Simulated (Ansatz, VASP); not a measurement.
## Two plane-wave programs on CsLiCr2Te2S3

```xyz
9
Lattice="6.1079 -0.0189 0.0058 -2.2882 5.9315 0.0033 -1.3846 -2.1940 7.5626" Properties=species:S:1:pos:R:3 pbc="T T T"
Cs   -1.2661   -1.5736    7.4923
Li    1.3164    2.1888    4.3850
Cr   -1.4454    1.6879    4.4204
Cr    1.8439   -1.0082    4.0557
Te    1.1662    3.8982    2.0947
Te   -1.8728    3.2490    2.3006
S     2.9053    0.5928    5.3311
S    -0.5017    3.2744    5.6690
S    -0.0357    0.3178    3.6726
```

Change from the starting cell: atoms moved at random, drawn with an rms of 0.05 Å.

Alike in both runs: task single point; functional PBE; k mesh 5 × 5 × 4; occupations fermi-dirac, width 0.05 eV; collinear spin, ferromagnetic start.

|  | VASP | Ansatz |
| --- | --- | --- |
| version | VASP 6.6.1 | Ansatz 0.2.0 |
| potentials or method | VASP PAW PBE potentials, release 64 (Cs_sv, Li_sv, Cr_pv, Te, S) | Ansatz PAW |
| plane-wave cutoff (eV) | 520 | 420 |
| valence electrons in the cell | 66 | 90 |

|  | VASP | Ansatz | Ansatz less VASP |
| --- | --- | --- | --- |
| gap on the k mesh at the Fermi level (eV) | none | none | - |
| rms of the force components (eV/Å) | 0.261 | 0.261 | +0.0001 |
| net moment per atom (μB) | 0.60 | 0.60 | -0.002 |
| size of the moment on the site where the two differ most (μB) | 2.50 | 2.15 | -0.351 |

Site moments also hang on the region over which each program counts them. Atom by atom the forces differ by 0.004 eV/Å (rms over components). A gap of «none» marks a metal or a gap that the smearing closes. The two sets of potentials don't hold the same shells in valence.

Caveats: only a ferromagnetic start was run, and an antiferromagnetic order may lie lower in energy. The runs have no spin-orbit coupling, so splittings on Cs, Te are missing.
